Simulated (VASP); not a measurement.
Consider the following.

```
Mg2Ge
1.0
    0.00000     3.19500     3.19500
    3.19500     0.00000     3.19500
    3.19500     3.19500     0.00000
Mg Ge
2 1
Direct
  0.25000   0.25000   0.25000
  0.75000   0.75000   0.75000
  0.00000   0.00000   0.00000
```

Level of theory: PBE GGA, VASP's PBE PAW potentials (set 64) (plane waves; VASP). Settings: 400 eV cut-off, 6×6×6 Monkhorst-Pack mesh, Gaussian smearing of 0.050 eV, potentials Mg Ge_d.

### Question
Estimate the energy per atom (σ→0).

### Answer

```
Property                        Value
---------------------  --------------
energy per atom (σ→0)  -2.787 eV/atom
```

The compound is Mg2Ge in the antifluorite structure. The cell was not relaxed at this level. The run is one of a series of settings (KPOINTS 6×6×6 Monkhorst-Pack mesh against the base run), some of them coarse on purpose.
